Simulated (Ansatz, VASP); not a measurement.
# Two plane-wave programs on TaWC2

Contents of INCAR:

```
  PREC = Accurate
  ENCUT = 900
  EDIFF = 1E-6
  ISMEAR = -1
  SIGMA = 0.05
  LREAL = False
  LASPH = True
  NELM = 100
  ALGO = Normal
  ISIF = 2
  LWAVE = False
  LCHARG = False
  LMAXMIX = 4
  GGA = PE
  NBANDS = 24
```

KPOINTS

```
regular mesh
0
Gamma
  7 7 7
```

Contents of POSCAR:

```
TaWC2
1.0
    1.5718551461      0.9075109917      5.1016196719
   -1.5718551461      0.9075109917      5.1016196719
    0.0000000000     -1.8150219835      5.1016196719
W Ta C
1 1 2
Direct
    0.0000000000      0.0000000000      0.0000000000
    0.5000000000      0.5000000000      0.5000000000
    0.2509330000      0.2509330000      0.2509330000
    0.7490670000      0.7490670000      0.7490670000
```

The input KPOINTS_OPT:

```
path GLB1,BZGX,QFP1Z,LP
15
line-mode
reciprocal
 0.0000000000  0.0000000000  0.0000000000  G
 0.5000000000  0.0000000000  0.0000000000  L

 0.5000000000  0.0000000000  0.0000000000  L
 0.5000000000  0.1877624847 -0.1877624847  B1

 0.8122375153  0.5000000000  0.1877624847  B
 0.5000000000  0.5000000000  0.5000000000  Z

 0.5000000000  0.5000000000  0.5000000000  Z
 0.0000000000  0.0000000000  0.0000000000  G

 0.0000000000  0.0000000000  0.0000000000  G
 0.3438812424  0.0000000000 -0.3438812424  X

 0.6561187576  0.3438812424  0.0000000000  Q
 0.5000000000  0.5000000000  0.0000000000  F

 0.5000000000  0.5000000000  0.0000000000  F
 0.6561187576  0.6561187576  0.1877624847  P1

 0.6561187576  0.6561187576  0.1877624847  P1
 0.5000000000  0.5000000000  0.5000000000  Z

 0.5000000000  0.0000000000  0.0000000000  L
 0.8122375153  0.3438812424  0.3438812424  P
```

Contents of input.yaml:

```yaml
crystal:
  lattice:
    - [1.5718551461, 0.9075109917, 5.1016196719]
    - [-1.5718551461, 0.9075109917, 5.1016196719]
    - [0.0, -1.8150219835, 5.1016196719]
  atoms:
    - { symbol: W, position: [0.0, 0.0, 0.0] }
    - { symbol: Ta, position: [0.5, 0.5, 0.5] }
    - { symbol: C, position: [0.250933, 0.250933, 0.250933] }
    - { symbol: C, position: [0.749067, 0.749067, 0.749067] }
hamiltonian:
  xc: pbe
  pseudopotentials: { kind: paw }
kpoints:
  mp_grid: { grid: [7, 7, 7] }
  band_path:
    path:
      - [[0.0, 0.0, 0.0], [0.5, 0.0, 0.0], [0.5, 0.1877624847, -0.1877624847]]
      - [[0.8122375153, 0.5, 0.1877624847], [0.5, 0.5, 0.5], [0.0, 0.0, 0.0], [0.3438812424, 0.0, -0.3438812424]]
      - [[0.6561187576, 0.3438812424, 0.0], [0.5, 0.5, 0.0], [0.6561187576, 0.6561187576, 0.1877624847], [0.5, 0.5, 0.5]]
      - [[0.5, 0.0, 0.0], [0.8122375153, 0.3438812424, 0.3438812424]]
    npoints: 14
scf:
  occupations: { method: fermi_dirac, width: 0.05 }
  n_extra_bands: 10
output:
  forces: true
  stress: true
  eigenvalues: true
  fatbands: false
```

The cell comes from a database or a generator and needn't be the stable form of this composition.

Alike in both runs: task band structure; functional PBE; k mesh 7 × 7 × 7; occupations fermi-dirac, width 0.05 eV; no spin polarisation.

|  | VASP | Ansatz |
| --- | --- | --- |
| version | VASP 6.6.1 | Ansatz 0.2.0 |
| potentials or method | VASP PAW PBE potentials, release 64 (W_sv, Ta_pv, C) | Ansatz PAW |
| plane-wave cutoff (eV) | 900 | 420 |
| valence electrons in the cell | 33 | 35 |

VASP gave:

| Quantity | Value |
| --- | --- |
| gap on the k mesh at the Fermi level (eV) | none |
| pressure (GPa) | -1.8 |
| largest component of the traceless stress (GPa) | 1.36 |
| rms of the force components (eV/Å) | 0.016 |

Question: Estimate Ansatz's values.

Answer: gap on the k mesh at the Fermi level (eV): none; pressure (GPa): -2.5; largest component of the traceless stress (GPa): 1.39; rms of the force components (eV/Å): 0.013.

Atom by atom the forces differ by 0.003 eV/Å (rms over components). A gap of «none» marks a metal or a gap that the smearing closes. The two sets of potentials don't hold the same shells in valence.

Caveats: spin-orbit coupling is left out, which moves the levels of the heavy elements; the pressure holds a Pulay correction of +0.3 GPa for the finite cutoff (Ansatz).
